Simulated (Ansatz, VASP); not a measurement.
## YVO4 (Wakefieldite-(Y)) in two plane-wave programs

Aim: how closely do two programs agree when they are given the same cell, functional and k mesh? The cell is taken from a series of runs on this material, whose earlier steps may have relaxed, scaled, displaced or heated it; both programs get it as it stands.

Method: plane waves, with VASP 6.6.1 beside it; relaxation of cell and atoms at PBEsol, in Ansatz 0.2.0.

### 1. The starting structure

The structure is tetragonal, space group I4_1/amd (No. 141). The conventional cell has a = 7.108 Å, b = 7.108 Å, c = 6.239 Å, α = 90.00°, β = 90.00°, γ = 90.00°. Nearest to Y lie 8 O at 2.29 to 2.42 Å. V has 4 O at 1.71 Å nearest. Nearest to O lie 1 V at 1.71 Å and 2 Y at 2.29 to 2.42 Å. Farther neighbours and most contacts between anions are not listed.

### 2. Ansatz: relaxation of cell and atoms, PBEsol

Ansatz runs on its default PAW (the set named soft_2) files.

The relaxed volume is the usual yardstick between codes: in a stiff, nearly cubic crystal its relative difference is about their pressure difference at one cell divided by the bulk modulus.

Contents of input.yaml:

```yaml
crystal:
  lattice:
    - [-3.5541277902, 3.5541277902, 3.1196083914]
    - [3.5541277902, -3.5541277902, 3.1196083914]
    - [3.5541277902, 3.5541277902, -3.1196083914]
  atoms:
    - { symbol: "Y", position: [0.75, 0.25, 0.5] }
    - { symbol: "Y", position: [0.0, 0.0, 0.0] }
    - { symbol: V, position: [0.5, 0.5, 0.0] }
    - { symbol: V, position: [0.25, 0.75, 0.5] }
    - { symbol: O, position: [0.5098111141, 0.3251910667, 0.1846200473] }
    - { symbol: O, position: [0.0751910667, 0.3905710194, 0.3153799527] }
    - { symbol: O, position: [0.1405710194, 0.3251910667, 0.8153799527] }
    - { symbol: O, position: [0.0751910667, 0.7598111141, 0.6846200473] }
    - { symbol: O, position: [0.2401888859, 0.9248089333, 0.3153799527] }
    - { symbol: O, position: [0.6748089333, 0.4901888859, 0.8153799527] }
    - { symbol: O, position: [0.6094289806, 0.9248089333, 0.6846200473] }
    - { symbol: O, position: [0.6748089333, 0.8594289806, 0.1846200473] }
kpoints:
  mp_grid: { grid: [6, 6, 6] }
hamiltonian:
  xc: pbesol
scf:
  occupations: { method: fixed }
output:
  forces: true
  stress: true
  eigenvalues: true
relax:
  adjacent_minimum: "off"
  f_tol: 0.001
  max_steps: 60
  cell: { stress_tol: 0.01 }
```

Run with:

```sh
$ ansatz run input.yaml --threads 16 --pin off --max-ram 61440MiB --backend cuda --events-out ev --progress --plain --runs-dir out --max-vram 78GiB
```

Numbers of over 12 decimals in the logs are rounded to 6 here.

Output:

```text
Engine: ansatz 0.2.0, aarch64-unknown-linux-gnu
Pseudopotentials: kind: paw
Pseudopotential: Y, paw, valence charge 11, recommended cutoff 420 eV (normal), Y.paw.azcp
Pseudopotential: V, paw, valence charge 13, recommended cutoff 420 eV (normal), V.paw.azcp
Pseudopotential: O, paw, valence charge 6, recommended cutoff 420 eV (normal), O.paw.azcp
Functional definition: PBEsol
  exchange = pbesol_x
  correlation = pbesol_c
device memory: the entry about to start is reckoned to put 3.5 GiB on a device that reports 169.1 GiB free (of which the cap on the GPU budget leaves the run 78.0 GiB)
GPU FFT provider: cuFFT
GPU libraries: cuBLAS 13.8.1, cuFFT 12.4.0, cuSOLVER 12.3.2
GPU matrix products: emulated (plane waves: as basis.precision tells), large ones in fixed point in workspaces of 1.00 GiB
[...]
Basis set: ecut = 420 eV, 3063 PW (Γ), exchange–correlation on 80×80×80 points (8 copies of the dense FFT grid, shifted against one another)
[...]
k-points: 30 of 216
[...]
- { symbol: O, position: [0.075191, 0.390571, 0.315380] }
    - { symbol: O, position: [0.140571, 0.325191066725, 0.815380] }
    - { symbol: O, position: [0.075191, 0.759811, 0.684620] }
    - { symbol: O, position: [0.240189, 0.924808933275, 0.315380] }
    - { symbol: O, position: [0.674809, 0.490189, 0.815380] }
    - { symbol: O, position: [0.6094289806, 0.924808933275, 0.684620] }
    - { symbol: O, position: [0.674808933275, 0.859429, 0.184620047325] }
```

### 3. VASP: relaxation of cell and atoms, PBEsol

The same cell, functional and mesh now go to VASP, with its own data sets.

Lines of VASP's logs that name or quote its potential files are left out, and so is its time.

Contents of INCAR:

```
SYSTEM = YVO4
PREC = Accurate
ENCUT = 600
EDIFF = 1E-07
NELM = 120
ISMEAR = 0
SIGMA = 0.01
LREAL = .FALSE.
ALGO = Normal
GGA = PS
NBANDS = 60
LASPH = .TRUE.
LORBIT = 11
LWAVE = .FALSE.
LCHARG = .FALSE.
ISIF = 3
IBRION = 2
NSW = 80
EDIFFG = -0.005
GGA_COMPAT = .FALSE.
NELMIN = 4
EFERMI = MIDGAP
KPAR = 2
```

Contents of POSCAR:

```
YVO4
1.0
   -3.5541277902      3.5541277902      3.1196083914
    3.5541277902     -3.5541277902      3.1196083914
    3.5541277902      3.5541277902     -3.1196083914
Y V O
2 2 8
Direct
    0.7500000000      0.2500000000      0.5000000000
    1.0000000000      1.0000000000      1.0000000000
    0.5000000000      0.5000000000      1.0000000000
    0.2500000000      0.7500000000      0.5000000000
    0.5098111140      0.3251910667      0.1846200473
    0.0751910667      0.3905710194      0.3153799527
    0.1405710194      0.3251910667      0.8153799527
    0.0751910667      0.7598111140      0.6846200473
    0.2401888859      0.9248089333      0.3153799527
    0.6748089333      0.4901888859      0.8153799527
    0.6094289806      0.9248089333      0.6846200473
    0.6748089333      0.8594289806      0.1846200473
```

Contents of KPOINTS:

```
Automatic mesh
0
Gamma
6 6 6
0 0 0
```

PAW data sets: Y_sv, V_sv and O (PBE family, release 64).

Run with:

```sh
$ mpirun -np 2 vasp_std
```

Output:

```text
[banner, memory and clock lines left out]
running    2 mpi-ranks, on    1 nodes
 distrk:  each k-point on    1 cores,    2 groups
 distr:  one band on    1 cores,    1 groups

 POSCAR found type information on POSCAR Y V O
 POSCAR found :  3 types and      12 ions
|                                                                             |
|               ----> ADVICE to this user running VASP <----                  |
|                                                                             |
|     You enforced a specific xc type in the INCAR file but a different       |
|     [... a line on the potential file left out ...]
|     I HOPE YOU KNOW WHAT YOU ARE DOING!                                     |
|                                                                             |

 LDA part: xc-table for (Slater+PW92), standard interpolation
 POSCAR, INCAR and KPOINTS ok, starting setup
 FFT: planning ... GRIDC
 FFT: planning ... GRID_SOFT
 FFT: planning ... GRID
 WAVECAR not read
 entering main loop
       N       E                     dE             d eps       ncg     rms          rms(c)
DAV:   1     0.111066836761E+04    0.11107E+04   -0.57886E+04  3616   0.183E+03
DAV:   2    -0.276835851192E+02   -0.11384E+04   -0.10831E+04  4144   0.492E+02
DAV:   3    -0.135123207619E+03   -0.10744E+03   -0.10663E+03  4488   0.153E+02
DAV:   4    -0.138774320604E+03   -0.36511E+01   -0.36440E+01  5392   0.255E+01
DAV:   5    -0.138894942513E+03   -0.12062E+00   -0.12058E+00  5024   0.405E+00    0.876E+01
DAV:   6    -0.121307388809E+03    0.17588E+02   -0.16936E+02  4944   0.894E+01    0.493E+01
DAV:   7    -0.116886992900E+03    0.44204E+01   -0.13509E+02  4644   0.926E+01    0.514E+01
DAV:   8    -0.113923439275E+03    0.29636E+01   -0.18044E+01  4116   0.193E+01    0.260E+01
DAV:   9    -0.111670699396E+03    0.22527E+01   -0.61117E+00  5060   0.207E+01    0.679E+00
DAV:  10    -0.111587110613E+03    0.83589E-01   -0.16271E+00  4616   0.717E+00    0.357E+00
DAV:  11    -0.111573028229E+03    0.14082E-01   -0.97513E-02  4288   0.270E+00    0.105E+00
DAV:  12    -0.111571815821E+03    0.12124E-02   -0.90214E-03  4780   0.698E-01    0.421E-01
DAV:  13    -0.111571658948E+03    0.15687E-03   -0.13297E-03  4936   0.350E-01    0.125E-01
DAV:  14    -0.111571614794E+03    0.44155E-04   -0.67828E-04  4260   0.217E-01    0.721E-02
DAV:  15    -0.111571620060E+03   -0.52664E-05   -0.43833E-05  4940   0.324E-02    0.733E-02
DAV:  16    -0.111571603698E+03    0.16362E-04   -0.27272E-05  4656   0.423E-02    0.223E-02
DAV:  17    -0.111571602246E+03    0.14522E-05   -0.26806E-06  5100   0.123E-02    0.957E-03
DAV:  18    -0.111571601985E+03    0.26134E-06   -0.92295E-07  4544   0.733E-03    0.412E-03
DAV:  19    -0.111571602083E+03   -0.98797E-07   -0.13225E-07  2668   0.268E-03
   1 F= -.11157160E+03 E0= -.11157160E+03  d E =-.111572E+03
[...]
2 F= -.11156681E+03 E0= -.11156681E+03  d E =0.478862E-02
[...]
3 F= -.11157315E+03 E0= -.11157315E+03  d E =-.155156E-02
 curvature:  -0.17 expect dE=-0.735E-04 dE for cont linesearch -0.159E-08
 trial: gam= 0.04759 g(F)=  0.504E-04 g(S)=  0.390E-03 ort =-0.948E-05 (trialstep = 0.866E+00)
 search vector abs. value=  0.460E-03
 bond charge predicted
       N       E                     dE             d eps       ncg     rms          rms(c)
DAV:   1    -0.111575765743E+03   -0.26121E-02   -0.78192E-02  3616   0.174E+00    0.630E-01
DAV:   2    -0.111574814523E+03    0.95122E-03   -0.10755E-02  3988   0.964E-01    0.486E-01
DAV:   3    -0.111573536354E+03    0.12782E-02   -0.31880E-03  4628   0.556E-01    0.161E-01
DAV:   4    -0.111573343489E+03    0.19287E-03   -0.82953E-04  4440   0.210E-01    0.935E-02
DAV:   5    -0.111573338150E+03    0.53382E-05   -0.23245E-04  5972   0.661E-02    0.695E-02
DAV:   6    -0.111573347416E+03   -0.92659E-05   -0.17600E-04  4132   0.498E-02    0.346E-02
DAV:   7    -0.111573343780E+03    0.36359E-05   -0.18012E-05  4172   0.201E-02    0.287E-02
DAV:   8    -0.111573341589E+03    0.21916E-05   -0.67802E-06  4640   0.914E-03    0.140E-02
DAV:   9    -0.111573341438E+03    0.15090E-06   -0.12272E-06  4736   0.466E-03    0.631E-03
DAV:  10    -0.111573341263E+03    0.17467E-06   -0.52032E-07  3356   0.285E-03    0.101E-03
DAV:  11    -0.111573341273E+03   -0.96170E-08   -0.61655E-08  2140   0.988E-04
   4 F= -.11157334E+03 E0= -.11157334E+03  d E =-.187627E-03
 trial-energy change:   -0.000188  1 .order   -0.000188   -0.000381    0.000004
 step:   0.8573(harm=  0.8574)  dis= 0.00059  next Energy=  -111.573341 (dE=-0.188E-03)
 reached required accuracy - stopping structural energy minimisation
```

OUTCAR, selected parts (step 3):

```text
ion  position               nearest neighbor table
   1  0.750  0.250  0.500-  10 2.29   5 2.29   7 2.29  12 2.29   8 2.42  11 2.42   6 2.42   9 2.42
                             4 3.12   4 3.12   2 3.88   2 3.88   2 3.88   2 3.88
   2  0.000  0.000  0.000-   9 2.29   8 2.29   6 2.29  11 2.29   5 2.42   7 2.42  12 2.42  10 2.42
                             3 3.12   3 3.12   1 3.88   1 3.88   1 3.88   1 3.88
   3  0.500  0.500  0.000-   7 1.71  12 1.71   5 1.71  10 1.71   2 3.12   2 3.12
   4  0.250  0.750  0.500-   6 1.71  11 1.71   8 1.71   9 1.71   1 3.12   1 3.12
   5  0.510  0.325  0.185-   3 1.71   1 2.29   2 2.42
   6  0.075  0.391  0.315-   4 1.71   2 2.29   1 2.42
   7  0.141  0.325  0.815-   3 1.71   1 2.29   2 2.42
   8  0.075  0.760  0.685-   4 1.71   2 2.29   1 2.42
   9  0.240  0.925  0.315-   4 1.71   2 2.29   1 2.42
  10  0.675  0.490  0.815-   3 1.71   1 2.29   2 2.42
  11  0.609  0.925  0.685-   4 1.71   2 2.29   1 2.42
  12  0.675  0.859  0.185-   3 1.71   1 2.29   2 2.42

  LATTYP: Found a body centered tetragonal cell.
 ALAT       =     7.1082555804
 C/A-ratio  =     0.8777423254

 Subroutine GETGRP returns: Found 16 space group operations
 (whereof  8 operations were pure point group operations)

The static configuration has the point symmetry D_2d.
 The point group associated with its full space group is D_4h.

 Found     30 irreducible k-points:

   k-points           NKPTS =     30   k-points in BZ     NKDIM =     30   number of bands    NBANDS=     60

   dimension x,y,z NGX =    48 NGY =   48 NGZ =   48
   dimension x,y,z NGXF=    96 NGYF=   96 NGZF=   96

   ENCUT  =  600.0 eV  44.10 Ry    6.64 a.u.  11.82 11.82 11.82*2*pi/ulx,y,z

   NELECT =      96.0000    total number of electrons

 k-points in reciprocal lattice and weights: Automatic mesh
   0.00000000  0.00000000  0.00000000       0.005
   0.16666667  0.00000000 -0.00000000       0.037
   0.33333333  0.00000000 -0.00000000       0.037
   0.50000000  0.00000000 -0.00000000       0.019
   0.16666667  0.16666667 -0.00000000       0.037
   0.33333333  0.16666667 -0.00000000       0.074
   0.50000000  0.16666667 -0.00000000       0.074
  -0.33333333  0.16666667  0.00000000       0.074
  -0.16666667  0.16666667  0.00000000       0.019
[...]
-0.33333333 -0.33333333  0.33333333       0.009
   0.50000000  0.50000000  0.50000000       0.005

 average (electrostatic) potential at core
       1 -36.0464       2 -36.0464       3 -78.2766       4 -78.2766       5 -72.0294
       6 -72.0294       7 -72.0294       8 -72.0294       9 -72.0294      10 -72.0294
      11 -72.0294      12 -72.0294

 E-fermi :   2.7808

 k-point     1 :       0.0000    0.0000    0.0000
  band No.  band energies     occupation
    ...
     44       0.9324      2.00000
     45       0.9324      2.00000
     46       0.9444      2.00000
     47       0.9444      2.00000
     48       1.3366      2.00000
     49       4.2251      0.00000
     50       4.9553      0.00000
     51       5.1750      0.00000
     52       5.2324      0.00000
     53       5.5460      0.00000
    ...

 k-point     2 :       0.1667    0.0000   -0.0000
  band No.  band energies     occupation
    ...
     44       0.7048      2.00000
     45       0.8442      2.00000
     46       0.9973      2.00000
     47       1.0519      2.00000
     48       1.3131      2.00000
     49       4.3970      0.00000
     50       4.9766      0.00000
     51       5.1585      0.00000
     52       5.2210      0.00000
     53       5.6998      0.00000
    ...

 k-point     3 :       0.3333    0.0000   -0.0000
  band No.  band energies     occupation
    ...
     44       0.4056      2.00000
     45       0.6839      2.00000
     46       0.7763      2.00000
     47       1.1097      2.00000
     48       1.2601      2.00000
     49       4.7608      0.00000
     50       5.0369      0.00000
     51       5.1290      0.00000
     52       5.1886      0.00000
     53       5.9940      0.00000
    ...

  Total       -0.0140432     -0.0140432      0.0537389      0.0000000     -0.0000000      0.0000000
  in kB       -0.1427731     -0.1427731      0.5463463      0.0000000     -0.0000000      0.0000000
  external PRESSURE =       0.0869334 kB  Pullay stress =       0.0000000 kB

  energy-cutoff  :      600.00
  volume of cell :      157.59
      direct lattice vectors                 reciprocal lattice vectors
    -3.552848383  3.552848383  3.121171807     0.000000000  0.140732152  0.160196244
     3.552848383 -3.552848383  3.121171807     0.140732152  0.000000000  0.160196244
     3.552848383  3.552848383 -3.121171807     0.140732152  0.140732152  0.000000000

 POSITION                                       TOTAL-FORCE (eV/Angst)
 -----------------------------------------------------------------------------------
      0.00000      3.55285      1.56059        -0.000000      0.000000     -0.000000
      3.55285     -3.55285      3.12117        -0.000000      0.000000     -0.000000
      0.00000      0.00000      3.12117        -0.000000      0.000000     -0.000000
      3.55285      0.00000      1.56059        -0.000000      0.000000     -0.000000
     -0.00000      1.31423      2.02812         0.000000     -0.000146      0.002537
      2.23861      0.00000      0.46753         0.000146     -0.000000      0.002537
      3.55285      2.23861     -1.09306        -0.000000      0.000146      0.002537
      4.86708      0.00000      0.46753        -0.000146      0.000000      0.002537
      3.55285     -1.31423      2.65364        -0.000000      0.000146     -0.002537
      2.23861      3.55285      1.09306         0.000146     -0.000000     -0.002537
      3.55285      1.31423      2.65364        -0.000000     -0.000146     -0.002537
      1.31423     -0.00000      4.21423        -0.000146      0.000000     -0.002537
 -----------------------------------------------------------------------------------
    total drift:                               -0.000000     -0.000000      0.000001

  FREE ENERGIE OF THE ION-ELECTRON SYSTEM (eV)
  ---------------------------------------------------
  free  energy   TOTEN  =      -111.5733412728 eV

  energy  without entropy=     -111.5733412728  energy(sigma->0) =     -111.57334127

 reached required accuracy - stopping structural energy minimisation

 total charge
# of ion       s       p       d       f       tot
--------------------------------------------------
    1        2.155   6.442   0.933   0.143   9.673
    2        2.155   6.442   0.933   0.143   9.673
    3        2.423   6.471   3.325   0.000  12.219
    4        2.423   6.471   3.325   0.000  12.219
    5        1.569   3.458   0.000   0.000   5.027
    6        1.569   3.458   0.000   0.000   5.027
    7        1.569   3.458   0.000   0.000   5.027
    8        1.569   3.458   0.000   0.000   5.027
    9        1.569   3.458   0.000   0.000   5.027
   10        1.569   3.458   0.000   0.000   5.027
   11        1.569   3.458   0.000   0.000   5.027
   12        1.569   3.458   0.000   0.000   5.027
--------------------------------------------------
tot         21.712  53.486   8.516   0.286  84.000

[... 3 further parts left out ...]
```

CONTCAR:

```
YVO4
   1.00000000000000
    -3.5528483826494521    3.5528483826494521    3.1211718071427623
     3.5528483826494521   -3.5528483826494521    3.1211718071427623
     3.5528483826494521    3.5528483826494521   -3.1211718071427623
  Y               V               O
     2     2     8
Direct
     0.7500000000000000    0.2500000000000000    0.5000000000000000
     0.0000000000000000    1.0000000000000000    0.0000000000000000
     0.5000000000000000    0.5000000000000000    0.0000000000000000
     0.2500000000000000    0.7500000000000000    0.5000000000000000
     0.5098516509072299    0.3248966565933014    0.1849549943139285
     0.0748966565933014    0.3899416622793728    0.3150450056860715
     0.1399416622793729    0.3248966565933014    0.8150450056860715
     0.0748966565933014    0.7598516509072299    0.6849549943139285
     0.2401483489927683    0.9251033434066985    0.3150450056860715
     0.6751033434066985    0.4901483489927683    0.8150450056860715
     0.6100583377206271    0.9251033434066985    0.6849549943139285
     0.6751033434066985    0.8600583377206271    0.1849549943139285
```

### 4. Comparison

Known differences besides the potentials themselves: fixed occupations in Ansatz, narrow Gaussian smearing in VASP; the cutoff is 420 eV in Ansatz and 600 eV in VASP; Ansatz makes its cores anew for this functional, VASP keeps those of its PBE data sets. Total energies have different zeros and are not compared.

The two programs side by side:

| quantity | Ansatz | VASP | difference |
| --- | --- | --- | --- |
| volume (Å³) | 157.63 | 157.59 | +0.02 % |
| edge a after relaxation, in the typed setting (Å) | 5.916 | 5.915 | +0.01 % |

### 5. Results

| Quantity | Value |
| --- | --- |
| difference in volume (relaxation of cell and atoms, PBEsol) | 0.022 % |

What this shows: The difference in volume is 0.022 % (relaxation of cell and atoms, PBEsol), within the 1.2 % picked in this series as the mark of a large difference, as far as the stopping tolerances let one tell. How closely two codes agree says nothing of how well the functional describes the real material.

[Lines on the potential files, build, host, timing and source positions are cut from VASP's logs without a mark.]

[Logs are printed without paths, hosts, clocks, repeated set-up lines and the standing remarks that a program may print on its own settings, such as how far it seeks lower states.]

[Hosts, paths, dates, database ids (printed as entryN), source tags and the programs' standing remarks are cut or masked in the printed files.]
